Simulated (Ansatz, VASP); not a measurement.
## HfC in two plane-wave programs

Aim: how closely do two programs agree when they are given the same cell, functional and k mesh? The cell is taken from a series of runs on this material, whose earlier steps may have relaxed, scaled, displaced or heated it; both programs get it as it stands.

Program: Ansatz 0.2.0. Level of theory: plane waves, with VASP 6.6.1 beside it; zone-centre phonons at PBEsol. Results are calculated unless marked as measured.

## (1) The starting structure

It takes space group I4/mmm (No. 139, tetragonal). The conventional cell has a = 3.193 Å, b = 3.193 Å, c = 4.644 Å, α = 90.00°, β = 90.00°, γ = 90.00°. Nearest to C lie 6 Hf at 2.26 to 2.32 Å. Hf has 6 C at 2.26 to 2.32 Å nearest. Farther neighbours are not listed.

Coordinates:

```cif
data_structure
_symmetry_space_group_name_H-M 'I4/mmm'
_symmetry_Int_Tables_number 139
_cell_length_a 3.1926
_cell_length_b 3.1926
_cell_length_c 4.6439
_cell_angle_alpha 90.000
_cell_angle_beta 90.000
_cell_angle_gamma 90.000
_cell_volume 47.33
loop_
_atom_site_label
_atom_site_type_symbol
_atom_site_symmetry_multiplicity
_atom_site_Wyckoff_symbol
_atom_site_fract_x
_atom_site_fract_y
_atom_site_fract_z
_atom_site_occupancy
C1 C 2 a 0.00000 0.00000 0.00000 1
Hf1 Hf 2 b 0.50000 0.50000 0.00000 1
```

## (2) VASP: zone-centre phonons, PBEsol

Second derivatives magnify differences that forces hide, and they need a tight electronic threshold.

Lines of VASP's logs that name or quote its potential files are left out, and so is its time.

INCAR reads:

```
SYSTEM = HfC
PREC = Accurate
ENCUT = 600
EDIFF = 1E-08
NELM = 120
ISMEAR = 1
SIGMA = 0.2
LREAL = .FALSE.
ALGO = Normal
GGA = PS
NBANDS = 13
LASPH = .TRUE.
LORBIT = 11
LWAVE = .FALSE.
LCHARG = .FALSE.
ISIF = 2
IBRION = 8
GGA_COMPAT = .FALSE.
KPAR = 2
```

POSCAR reads:

```
HfC
1.0
    0.0000000000      2.2575084692      2.3219391059
    2.2575084692      0.0000000000      2.3219391059
    2.2575084692      2.2575084692      0.0000000000
C Hf
1 1
Direct
    0.0000000000      0.0000000000      0.0000000000
    0.5000000000      0.5000000000      0.5000000000
```

KPOINTS reads:

```
Automatic mesh
0
Gamma
16 16 16
0 0 0
```

PAW data sets: C and Hf_pv (PBE family, release 64).

Command:

```bash
$ mpirun -np 2 vasp_std
```

Numbers of over 12 decimals in the logs are rounded to 6 here.

What it wrote:

```text
[banner, memory and clock lines left out]
running    2 mpi-ranks, on    1 nodes
 distrk:  each k-point on    1 cores,    2 groups
 distr:  one band on    1 cores,    1 groups

 POSCAR found type information on POSCAR C Hf
 POSCAR found :  2 types and       2 ions
|                                                                             |
|               ----> ADVICE to this user running VASP <----                  |
|                                                                             |
|     You enforced a specific xc type in the INCAR file but a different       |
|     [... a line on the potential file left out ...]
|     I HOPE YOU KNOW WHAT YOU ARE DOING!                                     |
|                                                                             |

 LDA part: xc-table for (Slater+PW92), standard interpolation
 POSCAR, INCAR and KPOINTS ok, starting setup
 FFT: planning ... GRIDC
 FFT: planning ... GRID_SOFT
 FFT: planning ... GRID
 WAVECAR not read
 entering main loop
       N       E                     dE             d eps       ncg     rms          rms(c)
DAV:   1     0.249693241840E+02    0.24969E+02   -0.86866E+03  9082   0.120E+03
DAV:   2    -0.232988850184E+02   -0.48268E+02   -0.45237E+02 11636   0.222E+02
DAV:   3    -0.250044325772E+02   -0.17055E+01   -0.16942E+01 11291   0.298E+01
DAV:   4    -0.250133703087E+02   -0.89377E-02   -0.89367E-02 10192   0.256E+00
DAV:   5    -0.250134295775E+02   -0.59269E-04   -0.59268E-04 11411   0.191E-01    0.648E+01
DAV:   6    -0.222184186352E+02    0.27950E+01   -0.11840E+01 10444   0.186E+01    0.451E+01
DAV:   7    -0.221721148946E+02    0.46304E-01   -0.49166E-01 10474   0.517E+00    0.238E+01
DAV:   8    -0.221616651924E+02    0.10450E-01   -0.41287E-02 11024   0.168E+00    0.434E+00
DAV:   9    -0.221580370586E+02    0.36281E-02   -0.17467E-02 10789   0.729E-01    0.181E+00
DAV:  10    -0.221576680470E+02    0.36901E-03   -0.13866E-03 11033   0.278E-01    0.477E-02
DAV:  11    -0.221576666630E+02    0.13840E-05   -0.64866E-05 10539   0.754E-02    0.298E-02
DAV:  12    -0.221576663093E+02    0.35375E-06   -0.18148E-06 11470   0.117E-02    0.714E-03
DAV:  13    -0.221576662114E+02    0.97877E-07   -0.21099E-07 10837   0.312E-03    0.943E-04
DAV:  14    -0.221576661968E+02    0.14612E-07   -0.12010E-08  7693   0.939E-04    0.558E-04
DAV:  15    -0.221576661999E+02   -0.30573E-08   -0.87058E-10  5142   0.281E-04
   1 F= -.22157666E+02 E0= -.22157629E+02  d E =-.113074E-03
 Linear response reoptimize wavefunctions to high precision
DAV:   1    -0.221576662027E+02   -0.28222E-08   -0.19143E-10  5987   0.118E-04
DAV:   2    -0.221576662027E+02   -0.12051E-10   -0.16407E-11  4842   0.369E-05
 Linear response DOF=           4
 Linear response progress:
  Degree of freedom:   1/  4
       N       E                     dE             d eps       ncg     rms          rms(c)
RMM:   1    -0.125066285349E+00   -0.12507E+00    0.21313E-02 35575   0.195E+00
RMM:   2    -0.119853951850E+00    0.52123E-02   -0.38686E-03 25890   0.372E-01    0.502E-01
RMM:   3    -0.120218441418E+00   -0.36449E-03   -0.73878E-04 23707   0.156E-01    0.265E-01
RMM:   4    -0.121209508772E+00   -0.99107E-03   -0.42636E-04 24146   0.117E-01    0.431E-02
RMM:   5    -0.121209191146E+00    0.31763E-06   -0.11598E-05 26696   0.253E-02    0.125E-02
RMM:   6    -0.121209542945E+00   -0.35180E-06   -0.37477E-07 28499   0.426E-03    0.463E-03
RMM:   7    -0.121197623114E+00    0.11920E-04   -0.10013E-07 27306   0.226E-03    0.265E-03
RMM:   8    -0.121200912363E+00   -0.32892E-05   -0.95243E-09 29062   0.680E-04    0.381E-04
RMM:   9    -0.121200231921E+00    0.68044E-06    0.24996E-09 29731   0.129E-04    0.162E-04
RMM:  10    -0.121200225596E+00    0.63254E-08   -0.24473E-09 31040   0.274E-05    0.406E-05
 first order change of Fermi-energy  -0.10611E-02
 force on displaced ion       1 direction 1 : -10.888   0.000   0.000
 Linear response progress:
  Degree of freedom:   2/  4
       N       E                     dE             d eps       ncg     rms          rms(c)
RMM:   1    -0.121334860252E+00   -0.12133E+00    0.36594E-02 20012   0.186E+00
RMM:   2    -0.118539308566E+00    0.27956E-02   -0.28849E-03 14549   0.334E-01    0.363E-01
RMM:   3    -0.118899255073E+00   -0.35995E-03   -0.59639E-04 13094   0.141E-01    0.188E-01
RMM:   4    -0.119821926655E+00   -0.92267E-03   -0.38969E-04 13474   0.111E-01    0.346E-02
RMM:   5    -0.119828160389E+00   -0.62337E-05   -0.98633E-06 15135   0.228E-02    0.108E-02
RMM:   6    -0.119826819535E+00    0.13409E-05   -0.36746E-07 15892   0.405E-03    0.423E-03
RMM:   7    -0.119817664813E+00    0.91547E-05   -0.72537E-08 15340   0.186E-03    0.253E-03
RMM:   8    -0.119819440232E+00   -0.17754E-05   -0.53519E-09 16341   0.591E-04    0.443E-04
RMM:   9    -0.119819324321E+00    0.11591E-06    0.10267E-08 16665   0.985E-05    0.146E-04
RMM:  10    -0.119819325270E+00   -0.94881E-09    0.43111E-09 17198   0.219E-05    0.264E-05
 first order change of Fermi-energy   0.30985E-02
 force on displaced ion       1 direction 3 :   0.000   0.000  -7.374
 Linear response progress:
  Degree of freedom:   3/  4
       N       E                     dE             d eps       ncg     rms          rms(c)
RMM:   1    -0.213281919010E+00   -0.21328E+00    0.38711E+00 17983   0.121E+01
RMM:   2    -0.208713561341E+00    0.45684E-02   -0.31103E-02 24950   0.129E+00    0.577E-01
RMM:   3    -0.207939202382E+00    0.77436E-03   -0.94275E-04 31073   0.157E-01    0.256E-01
RMM:   4    -0.207386301722E+00    0.55290E-03   -0.86397E-05 33212   0.590E-02    0.145E-01
RMM:   5    -0.206953611066E+00    0.43269E-03   -0.30644E-05 33428   0.400E-02    0.148E-02
RMM:   6    -0.206950515595E+00    0.30955E-05   -0.56526E-06 33419   0.111E-02    0.754E-03
RMM:   7    -0.206956289127E+00   -0.57735E-05   -0.11231E-06 36017   0.241E-03    0.708E-03
RMM:   8    -0.206956525448E+00   -0.23632E-06   -0.37008E-06 35715   0.601E-04    0.243E-03
RMM:   9    -0.206957139802E+00   -0.61435E-06   -0.28781E-06 37071   0.290E-04    0.501E-05
RMM:  10    -0.206957451440E+00   -0.31164E-06   -0.18164E-06 35771   0.944E-05    0.130E-05
RMM:  11    -0.206957516104E+00   -0.64663E-07   -0.83691E-07 38680   0.353E-05    0.254E-05
RMM:  12    -0.206957534191E+00   -0.18087E-07   -0.43129E-07 35639   0.155E-05    0.266E-05
RMM:  13    -0.206957543733E+00   -0.95419E-08   -0.21667E-07 31961   0.767E-06    0.129E-05
RMM:  14    -0.206957543220E+00    0.51244E-09   -0.12213E-07 25406   0.445E-06    0.114E-05
RMM:  15    -0.206957547149E+00   -0.39291E-08   -0.65006E-08 23680   0.290E-06    0.181E-06
 first order change of Fermi-energy   0.14252E-02
 force on displaced ion       2 direction 1 : -10.887   0.000   0.000
 Linear response progress:
  Degree of freedom:   4/  4
       N       E                     dE             d eps       ncg     rms          rms(c)
RMM:   1    -0.215805382169E+00   -0.21581E+00    0.36096E+00 10311   0.117E+01
RMM:   2    -0.211735310866E+00    0.40701E-02   -0.30490E-02 14059   0.126E+00    0.468E-01
RMM:   3    -0.211088234551E+00    0.64708E-03   -0.87887E-04 17238   0.145E-01    0.183E-01
RMM:   4    -0.210630774156E+00    0.45746E-03   -0.64750E-05 18573   0.488E-02    0.118E-01
RMM:   5    -0.210198253798E+00    0.43252E-03   -0.24161E-05 18405   0.370E-02    0.115E-02
RMM:   6    -0.210188525045E+00    0.97288E-05   -0.18418E-06 19030   0.911E-03    0.459E-03
RMM:   7    -0.210199137511E+00   -0.10612E-04   -0.41628E-07 19552   0.211E-03    0.499E-03
RMM:   8    -0.210199500199E+00   -0.36269E-06   -0.11663E-06 19417   0.505E-04    0.136E-03
RMM:   9    -0.210199768217E+00   -0.26802E-06   -0.15258E-06 20468   0.228E-04    0.924E-05
RMM:  10    -0.210200050584E+00   -0.28237E-06   -0.10700E-06 19814   0.756E-05    0.916E-06
RMM:  11    -0.210200102897E+00   -0.52313E-07   -0.49743E-07 21564   0.254E-05    0.327E-05
RMM:  12    -0.210200114425E+00   -0.11528E-07   -0.22229E-07 18738   0.872E-06    0.750E-06
RMM:  13    -0.210200117048E+00   -0.26233E-08   -0.12821E-07 16195   0.434E-06    0.659E-06
RMM:  14    -0.210200117184E+00   -0.13542E-09   -0.63579E-08 13069   0.257E-06    0.501E-06
 first order change of Fermi-energy  -0.28373E-02
 force on displaced ion       2 direction 3 :   0.000   0.000  -7.376
 Linear response finished
```

Parts of OUTCAR (step 2):

```text
ion  position               nearest neighbor table
   1  0.000  0.000  0.000-   2 2.26   2 2.26   2 2.26   2 2.26   2 2.32   2 2.32
   2  0.500  0.500  0.500-   1 2.26   1 2.26   1 2.26   1 2.26   1 2.32   1 2.32

  LATTYP: Found a body centered tetragonal cell.
 ALAT       =     3.1925990943
 C/A-ratio  =     1.4545760600

 Subroutine GETGRP returns: Found 16 space group operations
 (whereof 16 operations were pure point group operations)

The static configuration has the point symmetry D_4h.

 Found    349 irreducible k-points:

   k-points           NKPTS =    349   k-points in BZ     NKDIM =    349   number of bands    NBANDS=     13

   dimension x,y,z NGX =    28 NGY =   28 NGZ =   28
   dimension x,y,z NGXF=    56 NGYF=   56 NGZF=   56

   ENCUT  =  600.0 eV  44.10 Ry    6.64 a.u.   6.47  6.47  6.38*2*pi/ulx,y,z

   NELECT =      14.0000    total number of electrons

 k-points in reciprocal lattice and weights: Automatic mesh
   0.00000000  0.00000000  0.00000000       0.000
   0.06250000  0.00000000  0.00000000       0.002
   0.12500000  0.00000000  0.00000000       0.002
   0.18750000  0.00000000  0.00000000       0.002
   0.25000000  0.00000000  0.00000000       0.002
   0.31250000  0.00000000  0.00000000       0.002
   0.37500000  0.00000000  0.00000000       0.002
   0.43750000  0.00000000  0.00000000       0.002
   0.50000000  0.00000000  0.00000000       0.001
[...]
-0.31250000  0.18750000  0.50000000       0.001
  -0.25000000  0.25000000  0.50000000       0.000

 average (electrostatic) potential at core
       1 -47.3614       2 -34.4656

  Total        1.9686958      1.9686958     -0.0578673      0.0000000     -0.0000000      0.0000000
  in kB      133.2752798    133.2752798     -3.9174535      0.0000000     -0.0000000      0.0000000
  external PRESSURE =      87.5443687 kB  Pullay stress =       0.0000000 kB

  energy-cutoff  :      600.00
  volume of cell :       23.67
      direct lattice vectors                 reciprocal lattice vectors
     0.000000000  2.257508469  2.321939106    -0.221483112  0.221483112  0.215337258
     2.257508469  0.000000000  2.321939106     0.221483112 -0.221483112  0.215337258
     2.257508469  2.257508469  0.000000000     0.221483112  0.221483112 -0.215337258

 POSITION                                       TOTAL-FORCE (eV/Angst)
 -----------------------------------------------------------------------------------
      0.00000      0.00000      0.00000         0.000000     -0.000000      0.000000
      2.25751      2.25751      2.32194        -0.000000      0.000000      0.000000
 -----------------------------------------------------------------------------------
    total drift:                                0.000000      0.000000      0.000000

 Eigenvectors and eigenvalues of the dynamical matrix
 ----------------------------------------------------

   1 f  =   15.376978 THz    96.616404 2PiTHz  512.920787 cm-1    63.594044 meV
             X         Y         Z           dx          dy          dz
      0.000000  0.000000  0.000000     0.000000    0.967963    0.000000
      2.257508  2.257508  2.321939     0.000000   -0.251094    0.000000

   2 f  =   15.376978 THz    96.616404 2PiTHz  512.920787 cm-1    63.594044 meV
             X         Y         Z           dx          dy          dz
      0.000000  0.000000  0.000000     0.967963    0.000000    0.000000
      2.257508  2.257508  2.321939    -0.251094    0.000000    0.000000

   3 f  =   12.654741 THz    79.512084 2PiTHz  422.116730 cm-1    52.335781 meV
             X         Y         Z           dx          dy          dz
      0.000000  0.000000  0.000000     0.000000    0.000000    0.967952
      2.257508  2.257508  2.321939     0.000000    0.000000   -0.251135

   4 f/i=    0.000046 THz     0.000292 2PiTHz    0.001550 cm-1     0.000192 meV
             X         Y         Z           dx          dy          dz
      0.000000  0.000000  0.000000    -0.251094    0.000000    0.000000
      2.257508  2.257508  2.321939    -0.967963    0.000000    0.000000

   5 f/i=    0.000046 THz     0.000292 2PiTHz    0.001550 cm-1     0.000192 meV
             X         Y         Z           dx          dy          dz
      0.000000  0.000000  0.000000     0.000000   -0.251094    0.000000
      2.257508  2.257508  2.321939     0.000000   -0.967963    0.000000

   6 f/i=    0.000500 THz     0.003139 2PiTHz    0.016663 cm-1     0.002066 meV
             X         Y         Z           dx          dy          dz
      0.000000  0.000000  0.000000     0.000000    0.000000   -0.251135
      2.257508  2.257508  2.321939     0.000000    0.000000   -0.967952

 ELASTIC MODULI CONTR FROM IONIC RELAXATION (kBar)
 Direction    XX          YY          ZZ          XY          YZ          ZX
 --------------------------------------------------------------------------------
 XX           0.0000      0.0000      0.0000      0.0000      0.0000      0.0000
 YY           0.0000      0.0000      0.0000      0.0000      0.0000      0.0000
 ZZ           0.0000      0.0000      0.0000      0.0000      0.0000      0.0000
 XY           0.0000      0.0000      0.0000      0.0000      0.0000      0.0000
 YZ           0.0000      0.0000      0.0000      0.0000      0.0000      0.0000
 ZX           0.0000      0.0000      0.0000      0.0000      0.0000      0.0000
 --------------------------------------------------------------------------------
```

(Continued in part 2 of 2.)

[Lines on the potential files, build, host, timing and source positions are cut from VASP's logs without a mark.]

[Logs are printed without paths, hosts, clocks, repeated set-up lines and the standing remarks that a program may print on its own settings, such as how far it seeks lower states.]

[Hosts, paths, dates, database ids (printed as entryN), source tags and the programs' standing remarks are cut or masked in the printed files.]
